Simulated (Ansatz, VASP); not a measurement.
# Cross-check of Sn5H4 (Sn wire along [100], 25 atoms a period, H-terminated) between VASP and Ansatz

Wanted: the spread between two codes on one cell, functional and k mesh. The cell is taken from a series of runs on this material, whose earlier steps may have relaxed, scaled, displaced or heated it; both programs get it as it stands.

Program: Ansatz 0.2.0. Level of theory: plane waves, with VASP 6.6.1 beside it; single point at PBE. Results are calculated unless marked as measured.

## Step 1: The starting structure

The cell holds 45 atoms: 25 Sn and 20 H. Its edges and angles: a = 22.121 Å, b = 22.121 Å, c = 6.624 Å, α = 90.0°, β = 90.0°, γ = 90.0°. Vacuum lies along a and b. The structure's axis is c.

## Step 2: Ansatz: single point, PBE

Ansatz runs on its PAW soft_1 files.

A single point gives forces, pressure and levels at one fixed geometry, so differences don't come from the geometry; what else differs is listed under the comparison.

File input.yaml:

```yaml
crystal:
  lattice:
    - [22.121, 0.0, 0.0]
    - [0.0, 22.121, 0.0]
    - [0.0, 0.0, 6.6237766236]
  atoms:
    - { symbol: Sn, position: [0.201936659, 0.5, 0.0] }
    - { symbol: Sn, position: [0.351445419, 0.351445419, 0.994930103] }
    - { symbol: Sn, position: [0.351445419, 0.648554581, 0.005069897] }
    - { symbol: Sn, position: [0.5, 0.201936659, 0.0] }
    - { symbol: Sn, position: [0.5, 0.5, 0.0] }
    - { symbol: Sn, position: [0.5, 0.798063341, 0.0] }
    - { symbol: Sn, position: [0.648554581, 0.351445419, 0.005069897] }
    - { symbol: Sn, position: [0.648554581, 0.648554581, 0.994930103] }
    - { symbol: Sn, position: [0.798063341, 0.5, 0.0] }
    - { symbol: H, position: [0.155271814, 0.4556836, 0.148929407] }
    - { symbol: H, position: [0.306127728, 0.306127728, 0.147996313] }
    - { symbol: H, position: [0.4556836, 0.155271814, 0.148929407] }
    - { symbol: H, position: [0.5443164, 0.844728186, 0.148929407] }
    - { symbol: H, position: [0.693872272, 0.693872272, 0.147996313] }
    - { symbol: H, position: [0.844728186, 0.5443164, 0.148929407] }
    - { symbol: Sn, position: [0.276207966, 0.573626969, 0.246182563] }
    - { symbol: Sn, position: [0.425106278, 0.425106278, 0.250354574] }
    - { symbol: Sn, position: [0.426373031, 0.723792034, 0.246182563] }
    - { symbol: Sn, position: [0.573626969, 0.276207966, 0.246182563] }
    - { symbol: Sn, position: [0.574893722, 0.574893722, 0.250354574] }
    - { symbol: Sn, position: [0.723792034, 0.426373031, 0.246182563] }
    - { symbol: H, position: [0.231021938, 0.619055883, 0.398908258] }
    - { symbol: H, position: [0.380944117, 0.768978062, 0.398908258] }
    - { symbol: H, position: [0.619055883, 0.231021938, 0.398908258] }
    - { symbol: H, position: [0.768978062, 0.380944117, 0.398908258] }
    - { symbol: Sn, position: [0.350176477, 0.5, 0.5] }
    - { symbol: Sn, position: [0.5, 0.350176477, 0.5] }
    - { symbol: Sn, position: [0.5, 0.649823523, 0.5] }
    - { symbol: Sn, position: [0.649823523, 0.5, 0.5] }
    - { symbol: H, position: [0.231021938, 0.380944117, 0.601091742] }
    - { symbol: H, position: [0.380944117, 0.231021938, 0.601091742] }
    - { symbol: H, position: [0.619055883, 0.768978062, 0.601091742] }
    - { symbol: H, position: [0.768978062, 0.619055883, 0.601091742] }
    - { symbol: Sn, position: [0.276207966, 0.426373031, 0.753817437] }
    - { symbol: Sn, position: [0.426373031, 0.276207966, 0.753817437] }
    - { symbol: Sn, position: [0.425106278, 0.574893722, 0.749645426] }
    - { symbol: Sn, position: [0.574893722, 0.425106278, 0.749645426] }
    - { symbol: Sn, position: [0.573626969, 0.723792034, 0.753817437] }
    - { symbol: Sn, position: [0.723792034, 0.573626969, 0.753817437] }
    - { symbol: H, position: [0.155271814, 0.5443164, 0.851070593] }
    - { symbol: H, position: [0.306127728, 0.693872272, 0.852003687] }
    - { symbol: H, position: [0.4556836, 0.844728186, 0.851070593] }
    - { symbol: H, position: [0.5443164, 0.155271814, 0.851070593] }
    - { symbol: H, position: [0.693872272, 0.306127728, 0.852003687] }
    - { symbol: H, position: [0.844728186, 0.4556836, 0.851070593] }
kpoints:
  mp_grid: { grid: [1, 1, 13] }
  band_path: { path: ["Γ", Z], npoints: 90 }
scf:
  occupations: { method: fermi_dirac, width: 0.05 }
hamiltonian:
  xc: pbe
  pseudopotentials: { kind: paw, azcp: { folder: soft_1 } }
output:
  dos: { e_range: [-5, 4] }
  write_potential: true
  write_density: true
  volumetric_format: npy
```

Run with:

```console
ansatz run input.yaml --threads 4 --pin off --max-ram 16384MiB --backend cpu --events-out ev --progress --plain --runs-dir out
```

Numbers of over 12 decimals in the logs are rounded to 6 here.

Log:

```text
Engine: ansatz 0.2.0, x86_64-unknown-linux-gnu
Pseudopotentials: kind: paw
Pseudopotential: Sn, paw, valence charge 14, recommended cutoff 420 eV (normal), soft_1/Sn.paw.azcp
Pseudopotential: H, paw, valence charge 1, recommended cutoff 420 eV (normal), soft_1/H.paw.azcp
Functional definition: PBE
  parameter kappa = 0.804
  parameter beta = 0.066725
  exchange = pbe_x(kappa = kappa, mu = beta*pi^2/3)
  correlation = pbe_c(beta = beta)
Crystal: 45 atoms, lattice volume = 3241.270 Å³
Basis set: ecut = 420 eV, 63223 PW (Γ)
Bands: 230, of which v1, the nominal top of the filled ones, is band 185 counted from 1 (184 counted from 0)
Symmetry: 8 space group operations
Space group: P-42m (ITA 111), of the structure as read, at distance tolerance 1.5e-4 Å
k-points: 7 of 13
Non-local potential: Sn, projectors of the file, l = 0: 2, l = 1: 2, l = 2: 2, l = 3: 1
Non-local potential: H, projectors of the file, l = 0: 2, l = 1: 1
PAW form: soft (Blöchl's): semilocal exchange-correlation on the pseudo side does not see the compensation charge
PAW one-centre angular grid: Sn, 590 points (default); XC on 64 Gauss nodes
PAW one-centre angular grid: H, 110 points (default); XC on 64 Gauss nodes
Initial density: superposition of atomic densities (neutral atoms: chi_scale 0, normalization atom)
Initial wavefunctions: pseudopotential atomic-orbital guess
Functional: x = pbe(κ = 0.804, μ = 0.219515), c = pbe(β = 0.066725)
SCF iter   1: F=—  HF=-150921.716232 eV  |F-HF|=—  |Δ(HF+E_count)|=         —  Δρ=2.48e-2  dr2=2.09e1  ethr=3.10e-3  ⟨swp⟩=6.9  Hψ=6700  notcnv=0  defer=67
preconditioner: auto → Resta (q_TF=auto, 1.900 Å⁻¹)  ε∞=1.8  [insulator: Δε(μ)=1.429 eV  Ē_g=7.818 eV  σ=0.050 eV  W_gap=1.00  n_scr=340 (ndim 8)  ℏωp=7.1 eV  f_vac=0.602  D(μ)=0.00/eV (n_scr^D=0)  ε∞_Penn≈1.8  vacuum switching on, ρ_ref=4.4e-3 e/Å³]
SCF iter   2: F=—  HF=-150916.885868 eV  |F-HF|=—  |Δ(HF+E_count)|=    4.83e0  Δρ=9.40e-3  dr2=4.71e0  ethr=3.10e-3  ⟨swp⟩=3.4  Hψ=2310  notcnv=0  defer=247
SCF iter   3: F=—  HF=-150916.409266 eV  |F-HF|=—  |Δ(HF+E_count)|=   4.77e-1  Δρ=4.29e-3  dr2=3.53e0  ethr=1.27e-3  ⟨swp⟩=3.7  Hψ=2271  notcnv=0  defer=241
SCF iter   4: F=—  HF=-150915.916575 eV  |F-HF|=—  |Δ(HF+E_count)|=   4.93e-1  Δρ=1.35e-3  dr2=1.83e-1  ethr=9.53e-4  ⟨swp⟩=3.9  Hψ=2090  notcnv=0  defer=241
SCF iter   5: F=—  HF=-150915.913326 eV  |F-HF|=—  |Δ(HF+E_count)|=   3.25e-3  Δρ=5.22e-4  dr2=8.96e-3  ethr=4.95e-5  ⟨swp⟩=2.4  Hψ=2021  notcnv=0  defer=240
SCF iter   6: F=—  HF=-150915.919337 eV  |F-HF|=—  |Δ(HF+E_count)|=   6.01e-3  Δρ=1.64e-4  dr2=1.01e-3  ethr=2.42e-6  ⟨swp⟩=2.0  Hψ=1790  notcnv=0  defer=240
SCF iter   7: F=—  HF=-150915.920377 eV  |F-HF|=—  |Δ(HF+E_count)|=   1.04e-3  Δρ=4.22e-5  dr2=1.65e-4  ethr=2.74e-7  ⟨swp⟩=2.0  Hψ=1854  notcnv=0  defer=240
SCF iter   8: F=—  HF=-150915.920406 eV  |F-HF|=—  |Δ(HF+E_count)|=   2.92e-5  Δρ=1.32e-5  dr2=6.67e-6  ethr=4.46e-8  ⟨swp⟩=2.0  Hψ=1985  notcnv=0  defer=240
SCF iter   9: F=—  HF=-150915.920267 eV  |F-HF|=—  |Δ(HF+E_count)|=   1.40e-4  Δρ=3.56e-6  dr2=5.38e-7  ethr=1.80e-9  ⟨swp⟩=2.0  Hψ=2016  notcnv=0  defer=240
iter 10 met the thresholds in force, and the SCF goes on: an eigenvalue changes by 89.43 meV, over its tolerance of 10.00 meV (output.eigenvalues, Limitations)
SCF iter  10: F=-150915.920268 eV  HF=-150915.920268 eV  |F-HF|=1.22e-8  |Δ(HF+E_count)|=   1.25e-6  Δρ=1.06e-6  dr2=6.88e-8  ethr=2.70e-11  ⟨swp⟩=16.4  Hψ=9490  notcnv=0
iter 11 met the thresholds in force, and the SCF goes on: an eigenvalue changes by 89.43 meV, over its tolerance of 10.00 meV (output.eigenvalues, Limitations)
SCF iter  11: F=-150915.920268 eV  HF=-150915.920268 eV  |F-HF|=1.19e-9  |Δ(HF+E_count)|=   2.46e-8  Δρ=3.46e-7  dr2=8.48e-9  ethr=1.86e-11  ⟨swp⟩=1.0  Hψ=4303  notcnv=0
SCF iter  12: F=-150915.920268 eV  HF=-150915.920268 eV  |F-HF|=6.98e-10  |Δ(HF+E_count)|=   2.53e-9  Δρ=1.03e-7  dr2=4.99e-10  ethr=2.29e-12  ⟨swp⟩=1.0  Hψ=4303  notcnv=0
SCF 1 converged in 12 iterations: F = -150915.920268 eV  dr2 = 4.99e-10
  greatest PAW one-centre occupation: 0.991 electrons in one spin orbital (limit 2), on the Sn atom at site 5 (counted from 0), in its partial waves of l = 2
NSCF: frozen V_eff on 91 k-points
[...]
k-point 1: bands = [... 181 lower, -2.1333, -2.0908, -2.0908, -1.9571, -0.2590, 0.4009, 0.4009, 0.4376, ... 41 higher]
  k-point 2: bands = [... 181 lower, -2.2299, -2.0739, -2.0739, -2.0128, -0.1990, 0.2871, 0.2871, 0.4502, ... 41 higher]
  k-point 6: bands = [... 181 lower, -2.4223, -2.3230, -2.2967, -2.2967, -0.1111, -0.0618, -0.0618, -0.0192, ... 41 higher]
```

Reading the cycles: dr2 is the Hartree energy of the density residual (eV), the measure of convergence; HF is the Harris–Foulkes estimate of the energy, which meets the free energy F at convergence.

## Step 3: VASP: single point, PBE

The same cell, functional, mesh and smearing now go to VASP, with its own data sets.

Lines of VASP's logs that name or quote its potential files are left out, and so is its time.

File INCAR:

```
SYSTEM = Sn5H4
PREC = Accurate
ENCUT = 400
EDIFF = 1E-06
NELM = 120
ISMEAR = -1
SIGMA = 0.05
LREAL = Auto
ALGO = Normal
GGA = PE
NBANDS = 216
LORBIT = 11
LWAVE = .FALSE.
LCHARG = .FALSE.
ISIF = 2
LASPH = .TRUE.
GGA_COMPAT = .FALSE.
EFERMI = MIDGAP
KPAR = 4
```

File POSCAR:

```
Sn5H4
1.0
   22.1210000000      0.0000000000      0.0000000000
    0.0000000000     22.1210000000      0.0000000000
    0.0000000000      0.0000000000      6.6237766236
Sn H
25 20
Direct
    0.2019366590      0.5000000000      0.0000000000
    0.3514454190      0.3514454190      0.9949301030
    0.3514454190      0.6485545810      0.0050698970
    0.5000000000      0.2019366590      0.0000000000
    0.5000000000      0.5000000000      0.0000000000
    0.5000000000      0.7980633410      0.0000000000
    0.6485545810      0.3514454190      0.0050698970
    0.6485545810      0.6485545810      0.9949301030
    0.7980633410      0.5000000000      0.0000000000
    0.2762079660      0.5736269690      0.2461825630
    0.4251062780      0.4251062780      0.2503545740
    0.4263730310      0.7237920340      0.2461825630
    0.5736269690      0.2762079660      0.2461825630
    0.5748937220      0.5748937220      0.2503545740
    0.7237920340      0.4263730310      0.2461825630
    0.3501764770      0.5000000000      0.5000000000
    0.5000000000      0.3501764770      0.5000000000
    0.5000000000      0.6498235230      0.5000000000
    0.6498235230      0.5000000000      0.5000000000
    0.2762079660      0.4263730310      0.7538174370
    0.4263730310      0.2762079660      0.7538174370
    0.4251062780      0.5748937220      0.7496454260
    0.5748937220      0.4251062780      0.7496454260
    0.5736269690      0.7237920340      0.7538174370
    0.7237920340      0.5736269690      0.7538174370
    0.1552718140      0.4556836000      0.1489294070
    0.3061277280      0.3061277280      0.1479963130
    0.4556836000      0.1552718140      0.1489294070
    0.5443164000      0.8447281860      0.1489294070
    0.6938722720      0.6938722720      0.1479963130
    0.8447281860      0.5443164000      0.1489294070
    0.2310219380      0.6190558830      0.3989082580
    0.3809441170      0.7689780620      0.3989082580
    0.6190558830      0.2310219380      0.3989082580
    0.7689780620      0.3809441170      0.3989082580
    0.2310219380      0.3809441170      0.6010917420
    0.3809441170      0.2310219380      0.6010917420
    0.6190558830      0.7689780620      0.6010917420
    0.7689780620      0.6190558830      0.6010917420
    0.1552718140      0.5443164000      0.8510705930
    0.3061277280      0.6938722720      0.8520036870
    0.4556836000      0.8447281860      0.8510705930
    0.5443164000      0.1552718140      0.8510705930
    0.6938722720      0.3061277280      0.8520036870
    0.8447281860      0.4556836000      0.8510705930
```

File KPOINTS:

```
Automatic mesh
0
Gamma
1 1 13
0 0 0
```

PAW data sets: Sn_d and H (PBE family, release 64).

Run with:

```console
mpirun -np 8 vasp_std
```

Log:

```text
[banner, memory and clock lines left out]
running    8 mpi-ranks, on    1 nodes
[...]
|                                                                             |
|           W    W    AA    RRRRR   N    N  II  N    N   GGGG   !!!           |
|           W    W   A  A   R    R  NN   N  II  NN   N  G    G  !!!           |
|           W    W  A    A  R    R  N N  N  II  N N  N  G       !!!           |
|           W WW W  AAAAAA  RRRRR   N  N N  II  N  N N  G  GGG   !            |
|           WW  WW  A    A  R   R   N   NN  II  N   NN  G    G                |
|           W    W  A    A  R    R  N    N  II  N    N   GGGG   !!!           |
|                                                                             |
|     For optimal performance we recommend to set                             |
|       NCORE = 2 up to number-of-cores-per-socket                            |
|     NCORE specifies how many cores store one orbital (NPAR=cpu/NCORE).      |
|     This setting can greatly improve the performance of VASP for DFT.       |
|     The default, NCORE=1 might be grossly inefficient on modern             |
|     multi-core architectures or massively parallel machines. Do your        |
|     Unfortunately you need to use the default for GW and RPA                |
|     calculations (for HF NCORE is supported but not extensively tested      |
|     yet).                                                                   |
|                                                                             |

 LDA part: xc-table for (Slater+PW92), standard interpolation
 POSCAR, INCAR and KPOINTS ok, starting setup
[...]
entering main loop
       N       E                     dE             d eps       ncg     rms          rms(c)
DAV:   1     0.290289242404E+04    0.29029E+04   -0.15522E+05  3944   0.130E+03
DAV:   2     0.147395141926E+03   -0.27555E+04   -0.27051E+04  3416   0.346E+02
DAV:   3    -0.146371058353E+03   -0.29377E+03   -0.29206E+03  3376   0.150E+02
DAV:   4    -0.160684153425E+03   -0.14313E+02   -0.14246E+02  3440   0.366E+01
[...]
DAV:  26    -0.155074863830E+03   -0.21795E-05   -0.42854E-08  1944   0.109E-03    0.128E-04
DAV:  27    -0.155074864943E+03   -0.11126E-05   -0.33855E-08  1928   0.709E-04    0.848E-05
DAV:  28    -0.155074865117E+03   -0.17382E-06   -0.11401E-08  1880   0.666E-04
   1 F= -.15507487E+03 E0= -.15507487E+03  d E =-.635421E-07
```

Parts of OUTCAR (step 3):

```text
  Total       -1.8788390     -1.8788390     -2.0104072      0.0000000      0.0000000      0.0000000
  in kB       -0.9287204     -0.9287204     -0.9937552      0.0000000      0.0000000      0.0000000
  external PRESSURE =      -0.9503987 kB  Pullay stress =       0.0000000 kB

 POSITION                                       TOTAL-FORCE (eV/Angst)
 -----------------------------------------------------------------------------------
      4.46704     11.06050      0.00000        -0.029177      0.000000     -0.000000
      7.77432      7.77432      6.59019         0.006791      0.006791      0.032829
      7.77432     14.34668      0.03358         0.006791     -0.006791     -0.032829
     11.06050      4.46704      0.00000        -0.000000     -0.029177     -0.000000
     11.06050     11.06050      0.00000        -0.000000      0.000000     -0.000000
     11.06050     17.65396      0.00000        -0.000000      0.029177     -0.000000
     14.34668      7.77432      0.03358        -0.006791      0.006791     -0.032829
     14.34668     14.34668      6.59019        -0.006791     -0.006791      0.032829
     17.65396     11.06050      0.00000         0.029177      0.000000     -0.000000
      6.11000     12.68920      1.63066         0.010419     -0.006605      0.029645
      9.40378      9.40378      1.65829        -0.001604     -0.001604      0.001976
      9.43180     16.01100      1.63066         0.006605     -0.010419      0.029645
     12.68920      6.11000      1.63066        -0.006605      0.010419      0.029645
     12.71722     12.71722      1.65829         0.001604      0.001604      0.001976
[...]
-----------------------------------------------------------------------------------
    total drift:                                0.000001      0.000001      0.000000

  FREE ENERGIE OF THE ION-ELECTRON SYSTEM (eV)
  ---------------------------------------------------
  free  energy   TOTEN  =      -155.0748651169 eV

  energy  without entropy=     -155.0748650534  energy(sigma->0) =     -155.07486509

[... 3 further parts left out ...]
[key lines of the parts left out:]
E-fermi :  -1.7056
```

## Step 4: Comparison

Known differences besides the potentials themselves: the cutoff is 420 eV in Ansatz and 400 eV in VASP (PREC = Accurate, projectors in real space). Total energies have different zeros and are not compared.

Both answers:

```
              quantity  Ansatz   VASP  difference
gap on the k mesh (eV)   1.658  1.659      -0.001
```

A gap on the mesh is an upper bound, since the band edges may lie between its points.

## Step 5: What came out

| Property | Result |
| --- | --- |
| difference in gap on the k mesh (single point, PBE) | -8.7e-4 eV |

The difference in gap on the k mesh is -8.7e-4 eV (single point, PBE), within the 0.08 eV picked in this series as the mark of a large difference. Such differences can come from data sets, numerical settings and the points named under the comparisons, not from the functional's error against experiment.

[Lines on the potential files, build, host, timing and source positions are cut from VASP's logs without a mark.]

[Logs are printed without paths, hosts, clocks, repeated set-up lines and the standing remarks that a program may print on its own settings, such as how far it seeks lower states.]

[Hosts, paths, dates, database ids (printed as entryN), source tags and the programs' standing remarks are cut or masked in the printed files.]
